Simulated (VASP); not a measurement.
NaSc:

```
Na Sc
1.0
     3.26193    0.00000    0.00000
    -1.63096    2.82491    0.00000
     0.00000    0.00000    6.09771
Na Sc
1 1
Cartesian
  0.0000 0.0000 3.0489
  0.0000 1.8833 0.0000
```

The cell was built by a generator and needn't be a form met in nature.

| Quantity | Value |
| --- | --- |
| Program | VASP 6.6.1 |
| Task | single point |
| Functional | PBE |
| Potentials or basis | VASP PAW PBE potentials, release 64 (Na_pv, Sc_sv) |
| Cutoff | 520 eV |
| k mesh | 9 × 9 × 5 |
| Occupations | fermi-dirac, width 0.05 eV |
| Spin | no spin polarisation |

On this cell: pressure 0.0 GPa; largest force under 0.003 eV/Å; band gap on the k mesh none (metal or under the smearing width).

The same run follows on a disturbed copy (atoms moved at random, drawn with an rms of 0.05 Å):

```
Na Sc
1.0
     3.26193    0.00000    0.00000
    -1.63096    2.82491    0.00000
     0.00000    0.00000    6.09771
Na Sc
1 1
Direct
  0.00101 0.99755 0.50456
  0.34367 0.68765 0.00433
```

Problem. What does the disturbed cell give?

Solution. The energy (extrapolated to zero smearing) moves by +0.2 meV/atom; pressure 0.0 GPa; largest force 0.013 eV/Å; band gap on the k mesh none (metal or under the smearing width).

Forces on the atoms (eV/Å):
```
Na  -0.002  0.013 -0.002
Sc   0.002 -0.013  0.002
```

Stress tensor (GPa, compression positive):
```
 0.11 -0.01  0.00
-0.01 -0.11  0.00
 0.00  0.00 -0.10
```
